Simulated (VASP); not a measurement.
Output of a VASP run:

**OSZICAR**
```
       N       E                     dE             d eps       ncg     rms          rms(c)
DAV:   1     0.118536947810E+03    0.11854E+03   -0.84833E+03  2016   0.160E+03
DAV:   2    -0.108644637092E+02   -0.12940E+03   -0.12333E+03  2116   0.376E+02
DAV:   3    -0.202345173780E+02   -0.93701E+01   -0.89575E+01  2636   0.963E+01
DAV:   4    -0.206859937274E+02   -0.45148E+00   -0.45099E+00  2688   0.201E+01
DAV:   5    -0.206971674399E+02   -0.11174E-01   -0.11173E-01  2708   0.289E+00    0.188E+01
DAV:   6    -0.159195567232E+02    0.47776E+01   -0.30753E+01  2400   0.698E+01    0.702E+00
DAV:   7    -0.153216483692E+02    0.59791E+00   -0.45645E+00  2432   0.276E+01    0.494E+00
DAV:   8    -0.152830325062E+02    0.38616E-01   -0.15852E-01  2152   0.547E+00    0.276E+00
DAV:   9    -0.152849315370E+02   -0.18990E-02   -0.12686E-01  2312   0.442E+00    0.820E-01
DAV:  10    -0.152813881499E+02    0.35434E-02   -0.15847E-02  2832   0.188E+00    0.531E-01
DAV:  11    -0.152802806932E+02    0.11075E-02   -0.66629E-03  2156   0.122E+00    0.109E-01
DAV:  12    -0.152802360538E+02    0.44639E-04   -0.52144E-04  2224   0.354E-01    0.360E-02
DAV:  13    -0.152802198831E+02    0.16171E-04   -0.38476E-05  2860   0.963E-02    0.114E-02
DAV:  14    -0.152802188942E+02    0.98891E-06   -0.26473E-06  2160   0.178E-02
   1 F= -.15280219E+02 E0= -.15280143E+02  d E =-.152802E+02
       N       E                     dE             d eps       ncg     rms          rms(c)
DAV:   1    -0.155026571769E+02   -0.22244E+00   -0.51729E+00  2036   0.369E+01    0.471E+00
DAV:   2    -0.153060282387E+02    0.19663E+00   -0.94915E-01  2168   0.159E+01    0.132E+00
DAV:   3    -0.152717033939E+02    0.34325E-01   -0.14416E-01  2292   0.414E+00    0.559E-01
DAV:   4    -0.152713970015E+02    0.30639E-03   -0.56484E-02  2164   0.255E+00    0.317E-01
DAV:   5    -0.152745832947E+02   -0.31863E-02   -0.46069E-03  2392   0.771E-01    0.128E-01
DAV:   6    -0.152765536631E+02   -0.19704E-02   -0.44957E-03  3052   0.344E-01    0.102E-01
DAV:   7    -0.152767485340E+02   -0.19487E-03   -0.37449E-04  2268   0.193E-01    0.794E-03
DAV:   8    -0.152767391663E+02    0.93677E-05   -0.28540E-05  2276   0.536E-02    0.200E-02
DAV:   9    -0.152767495366E+02   -0.10370E-04   -0.10691E-05  2100   0.381E-02    0.195E-03
DAV:  10    -0.152767497400E+02   -0.20337E-06   -0.24087E-06  2332   0.966E-03
   2 F= -.15276750E+02 E0= -.15276635E+02  d E =0.346915E-02
       N       E                     dE             d eps       ncg     rms          rms(c)
DAV:   1    -0.153640474537E+02   -0.87298E-01   -0.17735E+00  2036   0.221E+01    0.288E+00
DAV:   2    -0.152996751381E+02    0.64372E-01   -0.43292E-01  2244   0.102E+01    0.896E-01
DAV:   3    -0.152818008372E+02    0.17874E-01   -0.67352E-02  2288   0.301E+00    0.324E-01
DAV:   4    -0.152820639786E+02   -0.26314E-03   -0.19165E-02  2148   0.139E+00    0.177E-01
DAV:   5    -0.152836491149E+02   -0.15851E-02   -0.23129E-03  2548   0.428E-01    0.662E-02
DAV:   6    -0.152839631217E+02   -0.31401E-03   -0.85405E-04  2808   0.160E-01    0.481E-02
DAV:   7    -0.152840206750E+02   -0.57553E-04   -0.27738E-04  2388   0.166E-01    0.578E-02
DAV:   8    -0.152840289153E+02   -0.82403E-05   -0.87315E-05  2084   0.120E-01    0.589E-03
DAV:   9    -0.152840297908E+02   -0.87551E-06   -0.29070E-06  2340   0.165E-02
   3 F= -.15284030E+02 E0= -.15283940E+02  d E =-.381090E-02
```

OUTCAR:
```
------------------------ aborting loop because EDIFF is reached ----------------------------------------
  FORCE on cell =-STRESS in cart. coord.  units (eV):
  Direction    XX          YY          ZZ          XY          YZ          ZX
  --------------------------------------------------------------------------------------
  Total       -0.0013094     -0.0013094     -0.0013094     -0.0000000     -0.0000000      0.0000000
  in kB       -0.1049503     -0.1049503     -0.1049503     -0.0000000     -0.0000000      0.0000000
  external PRESSURE =      -0.1049503 kB  Pullay stress =       0.0000000 kB
  volume of cell :       19.99
      direct lattice vectors                 reciprocal lattice vectors
     0.000000000  2.154027208  2.154027208    -0.232123345  0.232123345  0.232123345
     2.154027208  0.000000000  2.154027208     0.232123345 -0.232123345  0.232123345
     2.154027208  2.154027208  0.000000000     0.232123345  0.232123345 -0.232123345
 POSITION                                       TOTAL-FORCE (eV/Angst)
 -----------------------------------------------------------------------------------
      0.00000      0.00000      0.00000         0.000000     -0.000000      0.000000
      2.15403      2.15403      2.15403        -0.000000      0.000000     -0.000000
 -----------------------------------------------------------------------------------
    total drift:                                0.000000     -0.000000     -0.000000
  FREE ENERGIE OF THE ION-ELECTRON SYSTEM (eV)
  ---------------------------------------------------
  free  energy   TOTEN  =       -15.2840297908 eV

  energy  without entropy=      -15.2837606471  energy(sigma->0) =      -15.28394008

 reached required accuracy - stopping structural energy minimisation
```
(Selected blocks of OUTCAR.)

POSCAR:
```
TiC
1
    0.0000000000     2.1650000000     2.1650000000
    2.1650000000     0.0000000000     2.1650000000
    2.1650000000     2.1650000000     0.0000000000
Ti C
1 1
Direct
  0.0000000000   0.0000000000   0.0000000000
  0.5000000000   0.5000000000   0.5000000000
```

Reconstruct the remaining input files.

Several could match; the one computed here: the input of the run itself, vdW-DF-cx, plane waves, VASP's PBE PAW potentials (set 64).

INCAR:
```
# general
SYSTEM    =  TiC
PREC      =  Accurate
ENCUT     =  520
LREAL     =  .FALSE.
LASPH     =  .TRUE.   # aspherical one-centre terms

# electronic loop
EDIFF     =  1E-6   # SCF stop (eV)
NELM      =  100   # most electronic steps
ALGO      =  Normal   # blocked Davidson
LMAXMIX   =  4   # l cut-off of mixed one-centre charges

# smearing
ISMEAR    =  1   # Methfessel-Paxton
SIGMA     =  0.1

# functional
GGA       =  CX
LUSE_VDW  =  .TRUE.
AGGAC     =  0.0

# ions
IBRION    =  2   # conjugate gradients
NSW       =  60   # most ionic steps
ISIF      =  3   # ions, shape and volume
EDIFFG    =  -0.01   # ionic stop

# output
LWAVE     =  .FALSE.
LCHARG    =  .FALSE.
```

**KPOINTS**
```
Automatic mesh
0
Gamma
13 13 13
0 0 0
```

POTCAR, in this order: Ti_sv C (PBE.64 set). Program: vasp_std.

The compound is TiC in the rock salt structure. This run relaxes it. Symmetry was kept, so distortions that lower it aren't found.
